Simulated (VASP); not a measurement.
Output of a VASP run:

### OSZICAR
```
       N       E                     dE             d eps       ncg     rms          rms(c)
DAV:   1     0.298670504633E+03    0.29867E+03   -0.16142E+04  9770   0.152E+03
DAV:   2    -0.166834913843E+02   -0.31535E+03   -0.31215E+03 10779   0.444E+02
DAV:   3    -0.241040934333E+02   -0.74206E+01   -0.72756E+01 11514   0.792E+01
DAV:   4    -0.241727292743E+02   -0.68636E-01   -0.68405E-01 10837   0.735E+00
DAV:   5    -0.241733277395E+02   -0.59847E-03   -0.59772E-03 10842   0.649E-01    0.263E+01
DAV:   6    -0.227141843023E+02    0.14591E+01   -0.34753E+00 10365   0.185E+01    0.828E+00
DAV:   7    -0.225343691618E+02    0.17982E+00   -0.67066E-01 11064   0.729E+00    0.943E-01
DAV:   8    -0.225223896105E+02    0.11980E-01   -0.12000E-02 10032   0.122E+00    0.232E-01
DAV:   9    -0.225223858632E+02    0.37472E-05   -0.39598E-04 11528   0.169E-01    0.259E-02
DAV:  10    -0.225223905480E+02   -0.46848E-05   -0.25033E-05 10175   0.443E-02    0.134E-02
DAV:  11    -0.225223903358E+02    0.21220E-06   -0.14205E-06 10216   0.121E-02    0.270E-03
DAV:  12    -0.225223897892E+02    0.54660E-06   -0.23199E-07  8001   0.417E-03    0.316E-04
DAV:  13    -0.225223897762E+02    0.12950E-07   -0.18013E-08  4899   0.101E-03
   1 F= -.22522390E+02 E0= -.22522388E+02  d E =-.518854E-05
```

File OUTCAR:
```
------------------------ aborting loop because EDIFF is reached ----------------------------------------
  FORCE on cell =-STRESS in cart. coord.  units (eV):
  Direction    XX          YY          ZZ          XY          YZ          ZX
  --------------------------------------------------------------------------------------
  Total        0.4875345     -0.1690682      0.1994240     -0.0000000      0.0000000      0.0000000
  in kB       28.0478709     -9.7264991     11.4728667     -0.0000000      0.0000000      0.0000000
  external PRESSURE =       9.9314128 kB  Pullay stress =       0.0000000 kB
  volume of cell :       27.85
      direct lattice vectors                 reciprocal lattice vectors
     1.358897305 -2.353679559  0.000000000     0.367945391 -0.212433336  0.000000000
     1.358897305  2.353679559  0.000000000     0.367945391  0.212433336  0.000000000
     0.000000000  0.000000000  4.353635349     0.000000000  0.000000000  0.229693100
 POSITION                                       TOTAL-FORCE (eV/Angst)
 -----------------------------------------------------------------------------------
      1.35890      0.78456      1.08841         0.000000     -0.263399      0.000000
      1.35890     -0.85956      3.26523         0.000000      0.263399      0.000000
 -----------------------------------------------------------------------------------
    total drift:                                0.000000      0.000008     -0.000000
  FREE ENERGIE OF THE ION-ELECTRON SYSTEM (eV)
  ---------------------------------------------------
  free  energy   TOTEN  =       -22.5223897762 eV

  energy  without entropy=      -22.5223845877  energy(sigma->0) =      -22.52238805
```
(Selected blocks of OUTCAR.)

**POSCAR**
```
Tc
1
    1.3588973053    -2.3536795591     0.0000000000
    1.3588973053     2.3536795591     0.0000000000
    0.0000000000     0.0000000000     4.3536353485
Tc
2
Direct
  0.3333330000   0.6666670000   0.2500000000
  0.6825995002   0.3174004998   0.7500000000
```

Task: Reconstruct the remaining input files.

Result: One answer among several that fit: the input of the run itself, PBEsol GGA, plane waves, VASP's PBE PAW potentials (set 64).

**KPOINTS**
```
Automatic mesh
0
Gamma
14 14 8
0 0 0
```

INCAR:
```
ALGO = Normal
EDIFF = 1E-7
ENCUT = 480
GGA = PS
ISIF = 2
ISMEAR = 1
LASPH = .True.
LCHARG = .False.
LMAXMIX = 4
LREAL = .False.
LWAVE = .False.
NELM = 100
PREC = Accurate
SIGMA = 0.1
SYSTEM = Tc
```

POTCAR, in this order: Tc_pv (PBE.64 set). Program: vasp_std.

The compound is Tc in the hcp structure. This cell was strained or had an atom moved on purpose.
